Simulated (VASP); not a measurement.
```
CELL_PARAMETERS angstrom
      0.00000     1.77833     1.77833
      1.77833     0.00000     1.77833
      1.77833     1.77833     0.00000
ATOMIC_POSITIONS crystal
  C  0.00000 0.00000 0.00000
  C  0.25000 0.25000 0.25000
```

Level of theory: PBEsol GGA, VASP's PBE PAW potentials (set 64) (plane waves; VASP 6.6.1). Numerical set-up: 520 eV cut-off, Gaussian smearing of 0.050 eV, potentials C.

Question: Give the energies of bands 2 to 7 at the high-symmetry points, in eV from the valence-band maximum.

Answer: 
```
band     Γ       X       U       L       W
----  ----  ------  ------  ------  ------
2     0.00  -12.84  -11.80  -13.56  -12.00
3     0.00   -6.39   -9.50   -2.83   -8.49
4     0.00   -6.39   -5.44   -2.83   -8.49
5     5.56    4.62    5.55    8.42   10.50
6     5.56    4.62   10.70    8.42   10.50
7     5.56   16.92   14.44    8.96   12.42
```

The gap is indirect, 4.03 eV, from the valence maximum at Γ to the conduction minimum at Γ-X at 0.71.

The compound is C in the diamond structure. It was relaxed first.
